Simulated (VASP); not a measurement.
A convergence study with VASP on Mg (space group no. 194 when undisturbed): a few settings are varied, all else stays as given below, so the limit is that of these other settings. One atom is moved off its site, so that forces are finite.

```xyz
2
Lattice="1.6002 -2.7716 0.0000 1.6002 2.7716 0.0000 0.0000 0.0000 5.1944" Properties=species:S:1:pos:R:3 pbc="T T T"
Mg     1.6002     0.9239     1.3486
Mg     1.6002    -0.9239     3.8958
```

The numbers are results of LDA (Ceperley-Alder, Perdew-Zunger), VASP's LDA PAW potentials (set 64) (plane waves; VASP 6.6.1), not measurements. The last row used: 300 eV cut-off, 12×12×7 Γ-centred mesh, Fermi-Dirac smearing of 0.10 eV, potentials Mg.

| setting | E (eV/atom) | pressure (GPa) | largest force (eV/Å) | irreducible k-points |
|---|---|---|---|---|
| NBANDS = 2 | … | … | … | 112 |
| NBANDS = 3 | … | … | … | 112 |
| NBANDS = 4 | -1.7949 | -2.51 | 0.117 | 112 |
| NBANDS = 5 | -1.7949 | -2.51 | 0.117 | 112 |
| NBANDS = 6 | -1.7949 | -2.51 | 0.117 | 112 |
| NBANDS = 8 | -1.7949 | -2.51 | 0.117 | 112 |
| NBANDS = 12 | -1.7949 | -2.51 | 0.117 | 112 |
| NBANDS = 18 | -1.7949 | -2.51 | 0.117 | 112 |
| NBANDS = 34 | -1.7949 | -2.51 | 0.117 | 112 |

Q: Some entries are withheld; supply them.

A: 
- NBANDS = 2, E (eV/atom): -1.7358
- NBANDS = 2, pressure (GPa): -2.81
- NBANDS = 2, largest force (eV/Å): 0.118
- NBANDS = 3, E (eV/atom): -1.7937
- NBANDS = 3, pressure (GPa): -2.54
- NBANDS = 3, largest force (eV/Å): 0.113

VASP warned of too few bands at NBANDS = 2; NBANDS = 3; NBANDS = 4.

Left out are rungs that failed or repeat a setting and relaxations that didn't move; long series are thinned to 24 rows.

The structure is a typed Mg crystal (space group no. 194). The cell was not relaxed at this level, it is distorted from the ideal structure. VASP warned that the highest band is occupied, so more bands are needed.
